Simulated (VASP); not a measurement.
Here is the system:

```xyz
2
Lattice="0.0000 2.5146 2.5146 2.5146 0.0000 2.5146 2.5146 2.5146 0.0000" Properties=species:S:1:pos:R:3 pbc="T T T"
Cu     3.7718     3.7718     3.7718
Cu     2.5146     2.5146     2.5146
```

These are PBEsol GGA, VASP's PBE PAW potentials (set 64) (plane waves; VASP) values and carry that method's errors. Run with 400 eV cut-off, 11×11×11 Γ-centred mesh, first-order Methfessel-Paxton smearing of 0.10 eV, potentials Cu.

Energy and stress use the plane-wave basis of the starting cell.

Task: The ions, cell shape and volume are relaxed. What does this cell relax into?

Result: 
```xyz
2
Lattice="0.0000 2.6158 2.6158 2.6158 0.0000 2.6158 2.6158 2.6158 0.0000" Properties=species:S:1:pos:R:3 pbc="T T T"
Cu     3.9237     3.9237     3.9237
Cu     2.6158     2.6158     2.6158
```
Space group Fd-3m (227), at a tolerance of 0.03 Å.

Task: How do energy and volume change from the first to the last step?

Result: The energy (σ→0) changes by -58.1 meV/atom and the volume by +12.6 %, in 3 ionic steps.

The structure was generated: Cu was put into the diamond type (Fd-3m), which need not be its known phase. This run relaxes it. Symmetry was kept, so distortions that lower it aren't found.
